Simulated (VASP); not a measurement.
The system is Sb2Te4O.

```xyz
7
Lattice="4.5140 0.0000 0.0000 0.0000 4.5140 0.0000 0.0000 0.0000 9.7387" Properties=species:S:1:pos:R:3 pbc="T T T"
Sb    2.2570    0.0000    2.2844
Sb    0.0000    2.2570    7.4543
Te    2.2570    2.2570    4.8694
Te    0.0000    0.0000    4.8694
Te    2.2570    0.0000    8.4809
Te    0.0000    2.2570    1.2579
O     2.2570    2.2570    0.0000
```

The cell was built by a generator and needn't be a form met in nature.

```yaml
Program: VASP 6.6.1
Task: relaxation of cell and atoms
Functional: PBE
Potentials_or_basis: VASP PAW PBE potentials, release 64 (Sb, Te, O)
Cutoff: 520 eV
k_mesh: 3 × 3 × 2
Occupations: gaussian, width 0.15 eV
Spin: no spin polarisation
```

At the start: pressure -4.3 GPa; volume 28.35 Å³/atom.

Task: Where does the relaxation end?

Result: Over 12 steps the energy falls by 126.1 meV/atom and the volume is 25.91 Å³/atom (-8.6 %); space group P-4m2 (No. 115, to 0.05 Å).

The path:
| step | energy change (eV) | largest force (eV/Å) | pressure (GPa) | volume (Å³) |
| --- | --- | --- | --- | --- |
| 1 | 0.0000 | 0.9816 | -4.27 | 198.44 |
| 2 | -0.4458 | 0.9922 | 1.14 | 177.46 |
| 3 | -0.4498 | 0.9736 | 1.69 | 175.57 |
| 4 | -0.7304 | 0.6941 | 2.52 | 173.17 |
| 5 | -0.7483 | 0.5054 | 3.05 | 172.32 |
| 6 | -0.8377 | 0.1677 | -1.01 | 184.53 |
| 7 | -0.8473 | 0.2406 | -0.30 | 181.45 |
| 8 | -0.8470 | 0.2525 | -0.03 | 180.97 |
| 9 | -0.8714 | 0.2186 | -0.02 | 181.23 |
| 10 | -0.8758 | 0.2010 | -0.01 | 181.38 |
| 11 | -0.8813 | 0.0956 | 0.14 | 181.38 |
| 12 | -0.8824 | 0.0542 | 0.21 | 181.38 |

Final structure:
```
CELL_PARAMETERS angstrom
4.48905 0.00000 0.00000
0.00000 4.48905 0.00000
0.00000 0.00000 9.00072
ATOMIC_POSITIONS crystal
Sb 0.50000 0.00000 0.21576
Sb 0.00000 0.50000 0.78424
Te 0.50000 0.50000 0.50000
Te 0.00000 0.00000 0.50000
Te 0.50000 0.00000 0.89038
Te 0.00000 0.50000 0.10962
O 0.50000 0.50000 0.00000
```

Caveat: the k mesh is coarse (spacing up to 0.46 Å⁻¹), so the values aren't converged.
